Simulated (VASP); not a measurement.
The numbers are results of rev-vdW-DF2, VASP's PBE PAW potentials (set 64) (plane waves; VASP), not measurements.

A VASP calculation is set up with these files.

**KPOINTS**
```
Automatic mesh
0
Gamma
13 13 13
0 0 0
```

### POSCAR
```
CoGa
1
    2.8009757302     0.0000000000     0.0000000000
    0.0000000000     2.8009757302     0.0000000000
    0.0000000000     0.0000000000     2.8009757302
Ga Co
1 1
Direct
  0.5000000000   0.5000000000   0.5000000000
  0.0000000000   0.0000000000   0.0000000000
```

INCAR:
```
! general
SYSTEM  =CoGa
PREC    =Accurate
ENCUT   =520   ! plane-wave cut-off (eV)
LREAL   =.FALSE.   ! projection in real space or not
LASPH   =.TRUE.

! electronic loop
EDIFF   =1E-7
NELM    =100   ! most electronic steps
ALGO    =Normal
LMAXMIX =4

! smearing
ISMEAR  =1
SIGMA   =0.1

! functional
GGA     =MK
LUSE_VDW=.TRUE.
AGGAC   =0.0
PARAM1  =0.1234568
PARAM2  =0.7114
ZAB_VDW =-1.8867

! ions
ISIF    =2   ! forces and stress, cell fixed

! output
LWAVE   =.FALSE.
LCHARG  =.FALSE.
```

POTCAR, in this order: Ga_d Co (PBE.64 set). Program: vasp_std.

What VASP printed:

### OUTCAR
```
 ion  position               nearest neighbor table
   1  0.500  0.500  0.500-   2 2.43   2 2.43   2 2.43   2 2.43   2 2.43   2 2.43   2 2.43   2 2.43
  LATTYP: Found a simple cubic cell.
 ALAT       =     2.8009757302
 Subroutine PRICEL returns:
 Original cell was already a primitive cell.
 Subroutine GETGRP returns: Found 48 space group operations
The static configuration has the point symmetry O_h .
The dynamic configuration has the point symmetry O_h .
 Subroutine INISYM returns: Found 48 space group operations
 Subroutine IBZKPT returns following result:
 Found     84 irreducible k-points:

 Following reciprocal coordinates:
            Coordinates               Weight
  0.000000  0.000000  0.000000      1.000000
  0.076923  0.000000  0.000000      6.000000
  0.153846  0.000000  0.000000      6.000000
  0.230769  0.000000  0.000000      6.000000
  0.307692  0.000000  0.000000      6.000000
  0.384615  0.000000  0.000000      6.000000
  0.461538  0.000000  0.000000      6.000000
  0.076923  0.076923  0.000000     12.000000
  0.153846  0.076923  0.000000     24.000000
  0.230769  0.076923  0.000000     24.000000
...
```

**OSZICAR**
```
       N       E                     dE             d eps       ncg     rms          rms(c)
DAV:   1     0.103473598955E+03    0.10347E+03   -0.10917E+04  2704   0.268E+03
DAV:   2    -0.149716724659E+01   -0.10497E+03   -0.10285E+03  2632   0.356E+02
DAV:   3    -0.616898848444E+01   -0.46718E+01   -0.46407E+01  2863   0.804E+01
DAV:   4    -0.624264629754E+01   -0.73658E-01   -0.73644E-01  3480   0.945E+00
DAV:   5    -0.624459194363E+01   -0.19456E-02   -0.19456E-02  3182   0.131E+00    0.997E+00
DAV:   6    -0.682119805431E+01   -0.57661E+00   -0.18191E+01  2879   0.593E+01    0.932E+00
DAV:   7    -0.535187048361E+01    0.14693E+01   -0.71247E+00  2625   0.441E+01    0.220E+00
DAV:   8    -0.532431395060E+01    0.27557E-01   -0.21152E-01  3182   0.557E+00    0.596E-01
DAV:   9    -0.531923542636E+01    0.50785E-02   -0.15010E-02  3445   0.210E+00    0.110E-01
DAV:  10    -0.531901991762E+01    0.21551E-03   -0.52086E-04  3423   0.332E-01    0.612E-02
DAV:  11    -0.531901017310E+01    0.97445E-05   -0.66289E-05  3452   0.144E-01    0.116E-02
DAV:  12    -0.531900957491E+01    0.59819E-06   -0.35278E-06  3519   0.320E-02    0.180E-03
DAV:  13    -0.531900948201E+01    0.92901E-07   -0.24440E-07  2362   0.761E-03
   1 F= -.53190095E+01 E0= -.53193832E+01  d E =0.112110E-02
```

File OUTCAR:
```
------------------------ aborting loop because EDIFF is reached ----------------------------------------
  FORCE on cell =-STRESS in cart. coord.  units (eV):
  Direction    XX          YY          ZZ          XY          YZ          ZX
  --------------------------------------------------------------------------------------
  Total        1.8323683      1.8323683      1.8323683      0.0000000     -0.0000000     -0.0000000
  in kB      133.5965714    133.5965714    133.5965714      0.0000000     -0.0000000     -0.0000000
  external PRESSURE =     133.5965714 kB  Pullay stress =       0.0000000 kB
  volume of cell :       21.97
      direct lattice vectors                 reciprocal lattice vectors
     2.800975730  0.000000000  0.000000000     0.357018445  0.000000000  0.000000000
     0.000000000  2.800975730  0.000000000     0.000000000  0.357018445  0.000000000
     0.000000000  0.000000000  2.800975730     0.000000000  0.000000000  0.357018445
 POSITION                                       TOTAL-FORCE (eV/Angst)
 -----------------------------------------------------------------------------------
      1.40049      1.40049      1.40049         0.000000      0.000000      0.000000
      0.00000      0.00000      0.00000         0.000000      0.000000      0.000000
 -----------------------------------------------------------------------------------
    total drift:                                0.000000      0.000000     -0.000000
  FREE ENERGIE OF THE ION-ELECTRON SYSTEM (eV)
  ---------------------------------------------------
  free  energy   TOTEN  =        -5.3190094820 eV

  energy  without entropy=       -5.3201305817  energy(sigma->0) =       -5.31938318
```
(Selected blocks of OUTCAR.)

**OUTCAR**
```
 val. band max:       10.8292159164   @ k =   0.4615   0.3077   0.0000

 cond. band min:      10.8808899282   @ k =   0.4615   0.4615   0.2308


 Fermi energy:        10.8437339359

 k-point     1 :       0.0000    0.0000    0.0000
  band No.  band energies     occupation
      1      -4.6242      2.00000
      2      -4.6242      2.00000
      3      -4.1931      2.00000
      4      -4.1931      2.00000
      5      -4.1931      2.00000
      6      -1.9811      2.00000
      7       7.9487      2.00000
      8       7.9487      2.00000
      9       9.9704      2.00000
     10       9.9704      2.00000
     11       9.9704      2.00000
     12      16.2705      0.00000
     13      16.2705      0.00000
     14      16.2705      0.00000
     15      22.5005      0.00000

 k-point     2 :       0.0769    0.0000    0.0000
  band No.  band energies     occupation
      1      -4.6200      2.00000
      2      -4.6052      2.00000
      3      -4.1999      2.00000
      4      -4.1999      2.00000
      5      -4.1914      2.00000
      6      -1.8620      2.00000
      7       7.9292      2.00000
      8       7.9608      2.00000
      9       9.8843      2.00000
     10       9.8843      2.00000
     11       9.9702      2.00000
     12      15.4078      0.00000
     13      16.4875      0.00000
     14      16.4875      0.00000
     15      22.5155      0.00000

 k-point     3 :       0.1538    0.0000    0.0000
  band No.  band energies     occupation
      1      -4.6084      2.00000
      2      -4.5540      2.00000
      3      -4.2189      2.00000
      4      -4.2189      2.00000
      5      -4.1867      2.00000
      6      -1.5040      2.00000
      7       7.8154      2.00000
      8       7.9948      2.00000
      9       9.6643      2.00000
     10       9.6643      2.00000
     11       9.9698      2.00000
     12      13.7483      0.00000
     13      17.1005      0.00000
     14      17.1006      0.00000
     15      22.5604      0.00000
...
```

The compound is CoGa in the CsCl type structure. This cell is one point of a volume scan, at 0.94 of the reference volume. The run is not spin-polarised, so no magnetic state was tried.
